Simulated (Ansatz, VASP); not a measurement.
# SnO2 (Cassiterite) in two plane-wave programs, part 2 of 3

Aim: how closely do two programs agree when they are given the same cell, functional and k mesh?

VASP 6.6.1 and Ansatz 0.2.0.

So far. Step 2 (VASP: band structure, r2SCAN): At this level the cell is under a pressure of 4.4 GPa, so at these settings it is away from equilibrium.

### 4. Differences

Known differences besides the potentials themselves: VASP keeps PBE cores, Ansatz makes them for the functional; the cutoff is 500 eV in Ansatz and 520 eV in VASP. Total energies have different zeros and are not compared.

Both answers:

| quantity | Ansatz | VASP | difference |
| --- | --- | --- | --- |
| pressure (GPa) | 3.28 | 4.43 | -1.15 |
| pressure without Ansatz's Pulay correction (GPa) | 3.20 | 4.43 | -1.23 |
| gap over the path points (eV) | 1.956 | 1.984 | -0.028 |

Forces (eV/Å; atoms numbered as in POSCAR):

| atom | Ansatz x, y, z | VASP x, y, z |
| --- | --- | --- |
| Sn1 | 0.000, 0.000, 0.000 | 0.000, 0.000, 0.000 |
| Sn2 | 0.000, 0.000, 0.000 | 0.000, 0.000, 0.000 |
| O3 | -0.173, -0.173, 0.000 | -0.197, -0.197, 0.000 |
| O4 | 0.173, -0.173, 0.000 | 0.197, -0.197, 0.000 |
| O5 | 0.173, 0.173, 0.000 | 0.197, 0.197, 0.000 |
| O6 | -0.173, 0.173, 0.000 | -0.197, 0.197, 0.000 |

Levels at points of the path, from each program's valence-band top (eV; 4 filled, then empty):

| k (reciprocal lattice) | Ansatz | VASP |
| --- | --- | --- |
| 0.000 0.000 0.000 | -1.19 -0.77 -0.77 0.00 1.96 6.91 7.15 | -1.20 -0.78 -0.78 0.00 1.98 6.90 7.15 |
| 0.000 0.133 0.000 | -1.17 -1.12 -0.76 -0.09 2.40 6.75 7.21 | -1.19 -1.12 -0.77 -0.09 2.42 6.75 7.21 |
| 0.000 0.300 0.000 | -1.17 -1.14 -0.72 -0.38 3.60 6.27 7.50 | -1.18 -1.16 -0.73 -0.38 3.62 6.28 7.50 |
| 0.000 0.467 0.000 | -1.15 -1.14 -0.65 -0.61 4.91 5.37 7.84 | -1.16 -1.16 -0.66 -0.61 4.93 5.39 7.84 |
| 0.100 0.500 0.000 | -1.15 -1.15 -0.66 -0.66 5.19 5.19 7.92 | -1.17 -1.17 -0.67 -0.67 5.20 5.20 7.92 |
| 0.267 0.500 0.000 | -1.21 -1.21 -0.80 -0.80 5.38 5.38 8.13 | -1.23 -1.23 -0.80 -0.80 5.39 5.39 8.13 |
| 0.433 0.500 0.000 | -1.26 -1.26 -0.91 -0.91 5.55 5.55 8.29 | -1.28 -1.28 -0.92 -0.92 5.56 5.56 8.30 |
| 0.433 0.433 0.000 | -1.26 -1.25 -0.92 -0.89 5.44 5.62 8.27 | -1.28 -1.26 -0.92 -0.89 5.45 5.64 8.27 |
| 0.267 0.267 0.000 | -1.23 -1.15 -0.84 -0.53 4.18 6.11 7.82 | -1.25 -1.16 -0.85 -0.53 4.20 6.12 7.81 |
| 0.100 0.100 0.000 | -1.16 -1.14 -0.78 -0.10 2.45 6.72 7.29 | -1.17 -1.14 -0.79 -0.10 2.47 6.72 7.28 |

The forces differ by 16 meV/Å r.m.s., which is 12.4 % of the r.m.s. force of 0.13 eV/Å (both taken over all components). Among the levels compared at these points, filled levels agree within 16 meV and empty ones within 28 meV. Ansatz's pressure holds a Pulay correction of 0.08 GPa; VASP's holds none.

### 5. What the set-up changes

Further runs change the set-up of one program: Ansatz's method, potentials or start, or VASP's data sets, cutoff or form of LDA. The table gives Ansatz less VASP for each quantity, since a change that brings one quantity closer may part another.

| run | r.m.s. force difference (meV/Å) | pressure (GPa) | gap over the path points (eV) | pressure without Ansatz's Pulay correction (GPa) |
| --- | --- | --- | --- | --- |
| as above | 16 | -1.1 | -0.028 | -1.2 |
| cores kept as stored | 16 | -1.1 | -0.028 | -1.2 |
| Ansatz's all-electron LAPW method | 17 | -1.2 | -0.021 |  |
| Ansatz's larger PAW set (cutoff 900 eV) | 16 | -1.1 | -0.027 |  |
| norm-conserving potentials (cutoff 1290 eV) | 20 | -1.3 | -0.055 |  |

### 6. VASP: band structure, BLYP

Levels along a path test the potential and the projectors away from the mesh points.

INCAR reads:

```
SYSTEM = SnO2
PREC = Accurate
ENCUT = 520
EDIFF = 1E-06
NELM = 100
ISMEAR = 0
SIGMA = 0.02
LREAL = .FALSE.
ALGO = Normal
GGA = B5
ALDAX = 1
AGGAX = 1
AGGAC = 1
ALDAC = 0
NBANDS = 42
LORBIT = 11
LWAVE = .FALSE.
LCHARG = .FALSE.
KPAR = 4
NCORE = 2
```

POSCAR reads:

```
SnO2
1.0
    4.7380000000      0.0000000000      0.0000000000
    0.0000000000      4.7380000000      0.0000000000
    0.0000000000      0.0000000000      3.1865000000
Sn O
2 4
Direct
    0.0000000000      0.0000000000      0.0000000000
    0.5000000000      0.5000000000      0.5000000000
    0.3071000000      0.3071000000      0.0000000000
    0.1929000000      0.8071000000      0.5000000000
    0.6929000000      0.6929000000      0.0000000000
    0.8071000000      0.1929000000      0.5000000000
```

KPOINTS reads:

```
Automatic mesh
0
Gamma
3 3 4
0 0 0
```

KPOINTS_OPT reads:

```
Line mode
16
Line-mode
Reciprocal
  0.00000000   0.00000000   0.00000000 GAMMA
  0.00000000   0.50000000   0.00000000 X

  0.00000000   0.50000000   0.00000000 X
  0.50000000   0.50000000   0.00000000 M

  0.50000000   0.50000000   0.00000000 M
  0.00000000   0.00000000   0.00000000 GAMMA

  0.00000000   0.00000000   0.00000000 GAMMA
  0.00000000   0.00000000   0.50000000 Z

  0.00000000   0.00000000   0.50000000 Z
  0.00000000   0.50000000   0.50000000 R

  0.00000000   0.50000000   0.50000000 R
  0.50000000   0.50000000   0.50000000 A

  0.50000000   0.50000000   0.50000000 A
  0.00000000   0.00000000   0.50000000 Z

  0.00000000   0.50000000   0.00000000 X
  0.00000000   0.50000000   0.50000000 R

  0.50000000   0.50000000   0.00000000 M
  0.50000000   0.50000000   0.50000000 A
```

Potentials, in the order of the species: Sn_d and O (PBE family, release 64).

Run with:

```sh
> mpirun -np 8 vasp_std
```

Numbers of over 12 decimals in the logs are rounded to 6 here.

Log:

```text
[banner, memory and clock lines left out]
running    8 mpi-ranks, on    1 nodes
[...]
[... a notice as in an earlier step ...]

 LDA part: xc-table for (Slater(with rela. corr.)+VWN5), standard interpolation
 POSCAR, INCAR and KPOINTS ok, starting setup
[...]
entering main loop
       N       E                     dE             d eps       ncg     rms          rms(c)
DAV:   1     0.609540244371E+03    0.60954E+03   -0.24039E+04   914   0.195E+03
DAV:   2     0.605126128510E+02   -0.54903E+03   -0.50349E+03   804   0.557E+02
DAV:   3    -0.372262450905E+02   -0.97739E+02   -0.95717E+02   878   0.180E+02
DAV:   4    -0.420807232623E+02   -0.48545E+01   -0.48420E+01   832   0.444E+01
[...]
DAV:  12    -0.345344235398E+02   -0.97192E-06   -0.11152E-05  1050   0.202E-02    0.916E-03
DAV:  13    -0.345344218022E+02    0.17376E-05   -0.32473E-06   860   0.252E-02    0.751E-04
DAV:  14    -0.345344218154E+02   -0.13197E-07   -0.41817E-07   472   0.392E-03
   1 F= -.34534422E+02 E0= -.34534422E+02  d E =-.227108E-51
 Start KPOINTS_OPT (optional k-point list driver)
k-point batch [1-9\144]
       N       E                     dE             ncg
DAV:   1     0.338631942520E+04    0.22551E+04      918
DAV:   2    -0.148519736448E+04   -0.48715E+04      764
DAV:   3    -0.232771499805E+04   -0.84252E+03      870
DAV:   4    -0.236807119594E+04   -0.40356E+02      888
DAV:   5    -0.236899868047E+04   -0.92748E+00      968
DAV:   6    -0.236903059186E+04   -0.31911E-01      934
DAV:   7    -0.236903290915E+04   -0.23173E-02     1160
DAV:   8    -0.236903291907E+04   -0.99125E-05      912
DAV:   9    -0.236903291935E+04   -0.28346E-06      630
[...]
k-point batch [136-144\144]
       N       E                     dE             ncg
DAV:   1     0.352570626505E+04   -0.13461E+05      886
DAV:   2    -0.147892937238E+04   -0.50046E+04      764
DAV:   3    -0.240608528784E+04   -0.92716E+03      866
DAV:   4    -0.245527853423E+04   -0.49193E+02      882
DAV:   5    -0.245644202261E+04   -0.11635E+01      922
DAV:   6    -0.245648618353E+04   -0.44161E-01      910
DAV:   7    -0.245648922437E+04   -0.30408E-02     1086
DAV:   8    -0.245648923508E+04   -0.10705E-04      864
DAV:   9    -0.245648923521E+04   -0.13334E-06      536
```

Parts of OUTCAR (step 6):

```text
  Total        7.2584452      7.2584452      9.3848938     -0.0000000      0.0000000      0.0000000
  in kB      162.5736482    162.5736482    210.2015473     -0.0000000      0.0000000      0.0000000
  external PRESSURE =     178.4496146 kB  Pullay stress =       0.0000000 kB

 POSITION                                       TOTAL-FORCE (eV/Angst)
 -----------------------------------------------------------------------------------
      0.00000      0.00000      0.00000         0.000000      0.000000      0.000000
      2.36900      2.36900      1.59325         0.000000      0.000000      0.000000
      1.45504      1.45504      0.00000        -0.265739     -0.265739      0.000000
      0.91396      3.82404      1.59325         0.265739     -0.265739      0.000000
      3.28296      3.28296      0.00000         0.265739      0.265739      0.000000
      3.82404      0.91396      1.59325        -0.265739      0.265739      0.000000
 -----------------------------------------------------------------------------------
    total drift:                               -0.000000      0.000000      0.000000

  FREE ENERGIE OF THE ION-ELECTRON SYSTEM (eV)
  ---------------------------------------------------
  free  energy   TOTEN  =       -34.5344218154 eV

  energy  without entropy=      -34.5344218154  energy(sigma->0) =      -34.53442182

[... 2 parts as in an earlier step ...]

[... 1 further part left out ...]
[key lines of the parts left out:]
E-fermi :   6.6772
```

At this level the cell is under a pressure of 17.8 GPa, so at these settings it is away from equilibrium.

### 7. Ansatz: band structure, BLYP

The same cell, functional (in two slightly different forms), mesh and smearing now go to Ansatz, which takes its cutoff from its data sets.

input.yaml reads:

```yaml
crystal:
  lattice:
    - [4.738, 0.0, 0.0]
    - [0.0, 4.738, 0.0]
    - [0.0, 0.0, 3.1865]
  atoms:
    - { symbol: Sn, position: [0.0, 0.0, 0.0] }
    - { symbol: Sn, position: [0.5, 0.5, 0.5] }
    - { symbol: O, position: [0.3071, 0.3071, 0.0] }
    - { symbol: O, position: [0.1929, 0.8071, 0.5] }
    - { symbol: O, position: [0.6929, 0.6929, 0.0] }
    - { symbol: O, position: [0.8071, 0.1929, 0.5] }
hamiltonian:
  xc: blyp
  pseudopotentials: { kind: paw }
kpoints:
  mp_grid: { grid: [3, 3, 4] }
  band_path:
    path:
      - [0.0, 0.0, 0.0]
      - [0.0, 0.13333, 0.0]
      - [0.0, 0.3, 0.0]
      - [0.0, 0.46667, 0.0]
      - [0.1, 0.5, 0.0]
      - [0.26667, 0.5, 0.0]
      - [0.43333, 0.5, 0.0]
      - [0.43333, 0.43333, 0.0]
      - [0.26667, 0.26667, 0.0]
      - [0.1, 0.1, 0.0]
      - [0.0, 0.0, 0.03333]
      - [0.0, 0.0, 0.2]
      - [0.0, 0.0, 0.36667]
      - [0.0, 0.0, 0.5]
      - [0.0, 0.16667, 0.5]
      - [0.0, 0.3, 0.5]
      - [0.0, 0.46667, 0.5]
      - [0.1, 0.5, 0.5]
      - [0.26667, 0.5, 0.5]
      - [0.43333, 0.5, 0.5]
      - [0.43333, 0.43333, 0.5]
      - [0.26667, 0.26667, 0.5]
      - [0.1, 0.1, 0.5]
      - [0.0, 0.5, 0.03333]
      - [0.0, 0.5, 0.2]
      - [0.0, 0.5, 0.36667]
      - [0.5, 0.5, 0.0]
      - [0.5, 0.5, 0.16667]
      - [0.5, 0.5, 0.33333]
      - [0.5, 0.5, 0.5]
    npoints: 1
scf:
  occupations: { method: gaussian, width: 0.02 }
  n_extra_bands: 9
output:
  forces: true
  stress: true
  eigenvalues: true
```

Run with:

```sh
> ansatz run input.yaml --threads 4 --pin off --max-ram 9216MiB --backend cpu --events-out ev --progress --plain --runs-dir out
```

Log:

```text
[...]
Crystal: 6 atoms, lattice volume = 71.533 Å³
Basis set: ecut = 420 eV, 1411 PW (Γ), exchange–correlation on 64×64×48 points (8 copies of the dense FFT grid, shifted against one another)
Bands: 35, of which v1, the nominal top of the filled ones, is band 26 counted from 1 (25 counted from 0)
Symmetry: 16 space group operations
[...]
k-points: 9 of 36
[...]
k-point 0: bands = [... 22 lower, 8.6359, 9.0663, 9.0663, 9.8259, 11.1413, 15.9948, 16.3348, 16.3348, ... 5 higher]
  k-point 1: bands = [... 22 lower, 7.3819, 9.0023, 9.0023, 9.3351, 13.6819, 16.7260, 18.3892, 18.3892, ... 5 higher]
  k-point 2: bands = [... 22 lower, 8.2047, 8.2047, 8.5939, 8.5939, 16.0159, 16.0159, 19.7920, 19.7920, ... 5 higher]
  k-point 8: bands = [... 22 lower, 8.7347, 8.7966, 8.8110, 8.9035, 15.1794, 15.4227, 18.3247, 19.3596, ... 5 higher]
[key lines of the parts left out:]
SCF converged after 6 iterations
Free energy (F): -14357.796392 eV
Fermi energy:    10.483588 eV
P = ⅓ Tr σ = 16.6359 GPa (166.359 kbar)
```

Wall time 1.1 s (4 threads of Arm Neoverse V2, shared host); peak memory 0.33 GiB; 3.6 s of CPU time.

### 8. Differences

What differs besides the data sets and the points named for the pairs above, as far as they apply: the cutoff is 420 eV in Ansatz and 520 eV in VASP; Ansatz makes its cores anew for this functional, VASP keeps those of its PBE data sets; VASP leaves aspherical gradient terms in its spheres out (LASPH is not set), Ansatz keeps them; VASP's log shows a relativistic correction to its local exchange, Ansatz's none. Total energies have different zeros and are not compared.

The two programs side by side:

| quantity | Ansatz | VASP | difference |
| --- | --- | --- | --- |
| pressure (GPa) | 16.64 | 17.84 | -1.21 |
| pressure without Ansatz's Pulay correction (GPa) | 15.57 | 17.84 | -2.27 |
| gap over the path points (eV) | 1.315 | 1.348 | -0.033 |

Forces (eV/Å; atoms numbered as in POSCAR):

| atom | Ansatz x, y, z | VASP x, y, z |
| --- | --- | --- |
| Sn1 | 0.000, 0.000, 0.000 | 0.000, 0.000, 0.000 |
| Sn2 | 0.000, 0.000, 0.000 | 0.000, 0.000, 0.000 |
| O3 | -0.246, -0.246, 0.000 | -0.266, -0.266, 0.000 |
| O4 | 0.246, -0.246, 0.000 | 0.266, -0.266, 0.000 |
| O5 | 0.246, 0.246, 0.000 | 0.266, 0.266, 0.000 |
| O6 | -0.246, 0.246, 0.000 | -0.266, 0.266, 0.000 |

Levels at points of the path, from each program's valence-band top (eV; 4 filled, then empty):

| k (reciprocal lattice) | Ansatz | VASP |
| --- | --- | --- |
| 0.000 0.000 0.000 | -1.19 -0.76 -0.76 0.00 1.31 6.17 6.51 | -1.20 -0.77 -0.77 0.00 1.35 6.18 6.50 |
| 0.000 0.133 0.000 | -1.18 -1.13 -0.75 -0.09 1.78 6.02 6.58 | -1.19 -1.13 -0.76 -0.09 1.81 6.03 6.57 |
| 0.000 0.300 0.000 | -1.17 -1.15 -0.71 -0.37 2.97 5.54 6.87 | -1.18 -1.16 -0.71 -0.37 2.99 5.55 6.86 |
| 0.000 0.467 0.000 | -1.15 -1.15 -0.64 -0.59 4.22 4.67 7.19 | -1.16 -1.16 -0.64 -0.60 4.24 4.69 7.18 |
| 0.100 0.500 0.000 | -1.16 -1.16 -0.65 -0.65 4.49 4.49 7.26 | -1.17 -1.17 -0.65 -0.65 4.51 4.51 7.25 |
| 0.267 0.500 0.000 | -1.21 -1.21 -0.77 -0.77 4.66 4.66 7.46 | -1.22 -1.22 -0.77 -0.77 4.68 4.68 7.45 |
| 0.433 0.500 0.000 | -1.26 -1.26 -0.88 -0.88 4.81 4.81 7.62 | -1.27 -1.27 -0.88 -0.88 4.83 4.83 7.61 |
| 0.433 0.433 0.000 | -1.26 -1.25 -0.88 -0.85 4.71 4.88 7.59 | -1.27 -1.26 -0.88 -0.85 4.73 4.90 7.59 |
| 0.267 0.267 0.000 | -1.23 -1.15 -0.82 -0.51 3.52 5.38 7.15 | -1.24 -1.17 -0.83 -0.52 3.54 5.39 7.14 |
| 0.100 0.100 0.000 | -1.17 -1.15 -0.77 -0.10 1.83 5.99 6.63 | -1.18 -1.16 -0.78 -0.10 1.86 6.00 6.62 |

The forces differ by 13 meV/Å r.m.s., which is 7.5 % of the r.m.s. force of 0.18 eV/Å (both taken over all components). Among the levels compared at these points, filled levels agree within 12 meV and empty ones within 33 meV. Ansatz's pressure holds a Pulay correction of 1.06 GPa; VASP's holds none.

### 9. Further runs

Further runs change the set-up of one program: Ansatz's method, potentials or start, or VASP's data sets, cutoff or form of LDA. The table gives Ansatz less VASP for each quantity, since a change that brings one quantity closer may part another.

| run | r.m.s. force difference (meV/Å) | pressure (GPa) | gap over the path points (eV) | pressure without Ansatz's Pulay correction (GPa) |
| --- | --- | --- | --- | --- |
| as above | 13 | -1.2 | -0.033 | -2.3 |
| cores kept as stored | 13 | -1.2 | -0.032 | -2.2 |
| Ansatz's all-electron LAPW method | 13 | -1.0 | -0.031 |  |
| Ansatz's larger PAW set (cutoff 900 eV) | 13 | -1.0 | -0.031 | -1.1 |
| norm-conserving potentials (cutoff 1240 eV) | 9.2 | -0.35 | -0.091 | -0.42 |

### 10. Ansatz: band structure, B3LYP with an exact-exchange share of 0.2

Levels along a path test the potential and the projectors away from the mesh points.

input.yaml, the sections that differ from step 7:

```yaml
hamiltonian:
  xc: b3lyp
  pseudopotentials: { kind: paw }
kpoints:
  mp_grid: { grid: [3, 3, 4] }
  band_path:
    path:
      - [0.0, 0.0, 0.0]
      - [0.0, 0.4, 0.0]
      - [0.3, 0.5, 0.0]
      - [0.3, 0.3, 0.0]
      - [0.0, 0.0, 0.1]
      - [0.0, 0.0, 0.5]
      - [0.0, 0.4, 0.5]
      - [0.3, 0.5, 0.5]
      - [0.3, 0.3, 0.5]
      - [0.0, 0.5, 0.1]
      - [0.5, 0.5, 0.0]
      - [0.5, 0.5, 0.5]
    npoints: 1
# crystal, scf, output: as in step 7
```

Log:

```text
[...]
--- Band table (eV; the first three rows and the last of 9) ---
  k-point 0: bands = [... 22 lower, 7.2003, 7.5182, 7.5182, 8.2272, 11.5276, 16.6405, 16.8332, 16.8332, ... 5 higher]
  k-point 1: bands = [... 22 lower, 5.9095, 7.4333, 7.4333, 7.7024, 14.1800, 17.5151, 19.0304, 19.0304, ... 5 higher]
  k-point 2: bands = [... 22 lower, 6.5005, 6.5005, 6.9123, 6.9123, 16.7606, 16.7606, 20.4491, 20.4491, ... 5 higher]
  k-point 8: bands = [... 22 lower, 7.1119, 7.1270, 7.2392, 7.4046, 15.8033, 16.0581, 18.9617, 19.9616, ... 5 higher]
[key lines of the parts left out:]
Free energy (F): -14354.848664 eV
Fermi energy:    9.877359 eV
P = ⅓ Tr σ = 7.8175 GPa (78.175 kbar)
```

It took 32 s on 4 threads; peak memory 0.86 GiB; 1.9 min of CPU time.

(Part 2 of 3 ends here.)

[Lines on the potential files, build, host, timing and source positions are cut from VASP's logs without a mark.]

[Logs are printed without paths, hosts, clocks, repeated set-up lines and the standing remarks that a program may print on its own settings, such as how far it seeks lower states.]

[Hosts, paths, dates, database ids (printed as entryN), source tags and the programs' standing remarks are cut or masked in the printed files.]
